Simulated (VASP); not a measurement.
All values below come from PBE GGA with D3 dispersion (Becke-Johnson damping), VASP's PBE PAW potentials (set 64) (plane waves; VASP).

VASP ran on this input.

### POSCAR
```
C
1.0
  2.4656272594   0.0000000000   0.0000000000
 -1.2328136297   2.1352953462   0.0000000000
  0.0000000000   0.0000000000   6.7092311708
C
4
Cartesian
  0.0000000000   0.0000000000   5.0319233781
  0.0000000000   0.0000000000   1.6773077927
  1.2328148625   0.7117644036   5.0319233781
 -0.0000012328   1.4235309426   1.6773077927
```

**INCAR**
```
ALGO  =  Fast   ! Davidson, then RMM-DIIS
NELM  =  100   ! most electronic steps
EDIFF  =  1E-5   ! SCF stop (eV)
PREC  =  Normal
LASPH  =  .TRUE.   ! aspherical one-centre terms
GGA  =  PE
SYSTEM  =  C
LCHARG  =  .FALSE.
NELMIN  =  4
NSW  =  20
ISMEAR  =  1   ! Methfessel-Paxton
ISIF  =  2   ! forces and stress, cell fixed
IVDW  =  12   ! D3, Becke-Johnson
SIGMA  =  0.1
IBRION  =  2   ! conjugate gradients
LREAL  =  .FALSE.   ! projection in real space or not
LWAVE  =  .FALSE.
ENCUT  =  500   ! plane-wave cut-off (eV)
EDIFFG  =  -0.03
```

### KPOINTS
```
K-points
0
G
 19 19 6
0 0 0
```

POTCAR, in this order: C (PBE.64 set). Program: vasp_std.

Output of the run:

OSZICAR:
```
       N       E                     dE             d eps       ncg     rms          rms(c)
DAV:   1     0.488923810007E+02    0.48892E+02   -0.82121E+03  3848   0.120E+03
DAV:   2    -0.354145922779E+02   -0.84307E+02   -0.77420E+02  5392   0.228E+02
DAV:   3    -0.391550993112E+02   -0.37405E+01   -0.37085E+01  4932   0.485E+01
DAV:   4    -0.392025269428E+02   -0.47428E-01   -0.47380E-01  4756   0.623E+00
DAV:   5    -0.392036142985E+02   -0.10874E-02   -0.10867E-02  4760   0.890E-01    0.894E+00
RMM:   6    -0.373951484785E+02    0.18085E+01   -0.16309E+00  3840   0.908E+00    0.521E+00
RMM:   7    -0.368331893046E+02    0.56196E+00   -0.28621E+00  3871   0.125E+01    0.134E+00
RMM:   8    -0.368629853260E+02   -0.29796E-01   -0.26102E-01  3840   0.387E+00    0.762E-01
RMM:   9    -0.368442869684E+02    0.18698E-01   -0.57866E-02  3840   0.201E+00    0.975E-02
RMM:  10    -0.368453898572E+02   -0.11029E-02   -0.10681E-02  3868   0.967E-01    0.919E-02
RMM:  11    -0.368459627021E+02   -0.57284E-03   -0.64532E-03  3845   0.666E-01    0.209E-01
RMM:  12    -0.368461338555E+02   -0.17115E-03   -0.13259E-03  3883   0.339E-01    0.217E-01
RMM:  13    -0.368460766416E+02    0.57214E-04   -0.19121E-04  3767   0.128E-01    0.202E-01
RMM:  14    -0.368460225358E+02    0.54106E-04   -0.42041E-05  3120   0.574E-02    0.191E-01
RMM:  15    -0.368459610240E+02    0.61512E-04   -0.13978E-05  2633   0.318E-02    0.175E-01
RMM:  16    -0.368458159853E+02    0.14504E-03   -0.63537E-05  3803   0.596E-02    0.133E-01
RMM:  17    -0.368457471414E+02    0.68844E-04   -0.44198E-05  3290   0.539E-02    0.104E-01
RMM:  18    -0.368456915245E+02    0.55617E-04   -0.38352E-05  3227   0.508E-02    0.721E-02
RMM:  19    -0.368456556390E+02    0.35885E-04   -0.57768E-05  3718   0.607E-02    0.324E-02
RMM:  20    -0.368456497152E+02    0.59238E-05   -0.23668E-05  2775   0.420E-02
   1 F= -.37471045E+02 E0= -.37471065E+02  d E =-.374710E+02
```

**OUTCAR**
```
------------------------ aborting loop because EDIFF is reached ----------------------------------------
 Edisp (eV)   -0.62540
  FORCE on cell =-STRESS in cart. coord.  units (eV):
  Direction    XX          YY          ZZ          XY          YZ          ZX
  --------------------------------------------------------------------------------------
  Total       0.07707     0.07707     0.00900    -0.00000    -0.00000     0.00000
  in kB       3.49589     3.49589     0.40805    -0.00000    -0.00000     0.00000
  external pressure =        2.47 kB  Pullay stress =        0.00 kB
  volume of cell :       35.32
      direct lattice vectors                 reciprocal lattice vectors
     2.465627259  0.000000000  0.000000000     0.405576308  0.234159645  0.000000000
    -1.232813630  2.135295346  0.000000000     0.000000000  0.468319290  0.000000000
     0.000000000  0.000000000  6.709231171     0.000000000  0.000000000  0.149048374
 POSITION                                       TOTAL-FORCE (eV/Angst)
 -----------------------------------------------------------------------------------
      0.00000      0.00000      5.03192         0.000000     -0.000000     -0.000000
      0.00000      0.00000      1.67731        -0.000000     -0.000000     -0.000000
      1.23281      0.71176      5.03192        -0.000000     -0.000000      0.000000
     -0.00000      1.42353      1.67731         0.000000      0.000000     -0.000000
 -----------------------------------------------------------------------------------
    total drift:                                0.000000     -0.000000      0.000000
  FREE ENERGIE OF THE ION-ELECTRON SYSTEM (eV)
  ---------------------------------------------------
  free  energy   TOTEN  =       -37.4710450330 eV

  energy  without entropy=      -37.4711062543  energy(sigma->0) =      -37.47106544

 reached required accuracy - stopping structural energy minimisation
```
(Selected blocks of OUTCAR.)

The compound is C in the graphite structure. It was relaxed first.
